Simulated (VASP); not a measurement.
Runs of VASP 6.6.1 on BN. Symmetry: P6_3/mmc, No. 194, hexagonal system. Conventional cell: a = 2.498 Å, b = 2.498 Å, c = 6.636 Å, α = 90.00°, β = 90.00°, γ = 120.00°. B (site symmetry -6m2) has 3 N at 1.44 Å as nearest neighbours. Around N (site symmetry -6m2) lie 3 B at 1.44 Å. 

| task | level | cell | cutoff (eV) | gap on the mesh (eV) | pressure (GPa) |
| --- | --- | --- | --- | --- | --- |
| relaxation of cell and atoms | PBE+D3(BJ) | relaxed | 600 | (a) | -0.1 |
| single point | r2SCAN+D3(BJ) | P6_3/mmc, 7.11 Å³/atom | 520 | (b) | 19.4 |
| single point | PBE+D3(BJ) | P6_3/mmc, 9.0 Å³/atom | 520 | 4.22 | 0.1 |
| relaxation of shape and atoms at fixed volume | r2SCAN+D3(BJ) | relaxed at fixed volume | 600 | 4.63 | 18.9 |

Alike in all rows: potentials or basis VASP PAW PBE potentials, release 64 (B, N); no spin polarisation; k mesh 10 × 10 × 4; smearing gaussian 0.05 eV.

Q: Fill in the values left out.

A: (a) 4.23; (b) 4.64.

Caveats: so large a pressure means that the cell lies far from this level's equilibrium, or that cutoff or potentials fall short (some runs); the potentials were made for another functional, which shifts forces and pressure (some runs); the PAW data sets were made with another functional, which shifts forces and pressure a little (some runs).

A k mesh can miss the band edges.
